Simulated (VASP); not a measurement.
Data:

```
CELL_PARAMETERS angstrom
      0.00000     2.73450     2.73450
      2.73450     0.00000     2.73450
      2.73450     2.73450     0.00000
ATOMIC_POSITIONS crystal
  Si 0.00000 0.00000 0.00000
  Si 0.25000 0.25000 0.25000
```

Computed with optB88-vdW, VASP's PBE PAW potentials (set 64) (plane waves; VASP). Numerical set-up: 520 eV cut-off, 9×9×9 Γ-centred mesh, tetrahedra with Blöchl corrections, potentials Si.

Problem. What does the run give for the energy per atom (σ→0)?

Solution. 
```json
{
 "energy per atom (σ→0)": "-4.173 eV/atom"
}
```

Total energies compare only between runs with the same potentials, cut-off and functional.

The compound is Si in the diamond structure. It was relaxed first.
